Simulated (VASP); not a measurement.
Wanted: the native input for a VASP 6.6.1 run.

| Property | Result |
| --- | --- |
| Task | relaxation of cell and atoms |
| Functional | PBE |
| Potentials or basis | VASP PAW PBE potentials, release 64 (Ca_sv, Zr_sv, N) |
| Cutoff | 520 eV |
| k mesh | 10 × 10 × 10 |
| Occupations | gaussian, width 0.1 eV |
| Spin | no spin polarisation |
| Further INCAR settings | ALGO = Normal; EDIFF = 1e-06; IBRION = 2; EDIFFG = -0.01; NSW = 90; ISIF = 3 |

The structure of Ca2ZrN2 lies in POSCAR:

```
Ca2ZrN2
1.0
   -1.6470000000      2.5460000000      5.1600000000
    1.6470000000     -2.5460000000      5.1600000000
    1.6470000000      2.5460000000     -5.1600000000
Ca Zr N
2 1 2
Direct
    0.8217054300      0.3217054300      0.5000000000
    0.1782945700      0.6782945700      0.5000000000
    0.5000000000      0.0000000000      0.5000000000
    0.3548449600      0.3548449600      0.0000000000
    0.6451550400      0.6451550400      0.0000000000
```

The cell was built by a generator and needn't be a form met in nature.

One way to write it, as run:

INCAR

```
SYSTEM = Ca2ZrN2
PREC = Accurate ; ENCUT = 520
EDIFF = 1E-6 ; ISMEAR = 0
SIGMA = 0.1 ; LREAL = .False.
LASPH = .True. ; NELM = 120
ALGO = Normal ; ISIF = 3
LWAVE = .False. ; LCHARG = .False.
GGA = PE ; IBRION = 2
NSW = 90 ; EDIFFG = -0.01
KPAR = 8
```

KPOINTS

```
Automatic mesh
0
Gamma
  10 10 10
  0 0 0
```

Potentials or basis: VASP PAW PBE potentials, release 64 (Ca_sv, Zr_sv, N).

Command:

```bash
$ cat potpaw_PBE.64/Ca_sv/POTCAR potpaw_PBE.64/Zr_sv/POTCAR potpaw_PBE.64/N/POTCAR > POTCAR
$ mpirun -np 8 vasp_std > vasp.out
```

It gave:

* Relaxed volume: 17.40 Å³/atom
* Relaxed cell: a = 5.988 Å, b = 5.988 Å, c = 5.988 Å, α = 148.08°, β = 129.33°, γ = 61.15°
* Space group after relaxing (to 0.05 Å): Immm (No. 71)
* Energy gained by relaxing: 0.3 meV/atom
* Ionic steps: 7
* Pressure after relaxing: 0.0 GPa
* Largest force after relaxing: 0.006 eV/Å
* Band gap on the k mesh: none (metal or under the smearing width)

Wall time 3.5 min on 8 MPI ranks on Intel(R) Xeon(R) 6975P-C (Granite Rapids) (shared host), peak memory 0.62 GiB a rank.
